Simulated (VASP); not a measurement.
An input for Ansatz (written as the equivalent of a VASP run, and not itself run):

Ansatz 0.2 input:
```yaml
crystal:
  lattice:
    - [-1.7169346, 1.7169346, 1.7169346]
    - [1.7169346, -1.7169346, 1.7169346]
    - [1.7169346, 1.7169346, -1.7169346]
  atoms:
    - { symbol: Nb, position: [0.0000000, 0.0000000, 0.0000000] }
kpoints:
  mp_grid: { grid: [14, 14, 14] }
hamiltonian:
  xc: r2scan
  pseudopotentials: { kind: paw }
scf:
  occupations: { method: methfessel_paxton, width: 0.1 }
  max_iter: 100
output: { forces: true, stress: true, eigenvalues: true }
```

Problem. Write the VASP files for the same calculation (r2SCAN).

Solution. Several could match; the one computed here: 
**POSCAR**
```
Nb
1.0
 -1.7169345535   1.7169345535   1.7169345535
  1.7169345535  -1.7169345535   1.7169345535
  1.7169345535   1.7169345535  -1.7169345535
Nb
1
Direct
  0.0000000000   0.0000000000   0.0000000000
```

File KPOINTS:
```
Automatic
0
G
 14 14 14
0 0 0
```

### INCAR
```
ALGO = Normal
EDIFF = 1E-7
ENCUT = 480
ISIF = 2
ISMEAR = 1
LASPH = .TRUE.
LCHARG = .FALSE.
LMAXMIX = 4
LMIXTAU = .TRUE.
LREAL = .FALSE.
LWAVE = .FALSE.
METAGGA = R2SCAN
NELM = 100
PREC = Accurate
SIGMA = 0.1
SYSTEM = Nb
```

POTCAR, in this order: Nb_sv (PBE.64 set). Program: vasp_std.

What does not carry over: each code has its own PAW files, so the cut-off isn't converted (ENCUT is set for VASP's; basis.ecutwfc is left out, and Ansatz then takes the one that its files recommend); Ansatz stops its SCF on the density residual and VASP on the energy change (EDIFF).

The compound is Nb in the bcc structure. This cell was strained or had an atom moved on purpose.
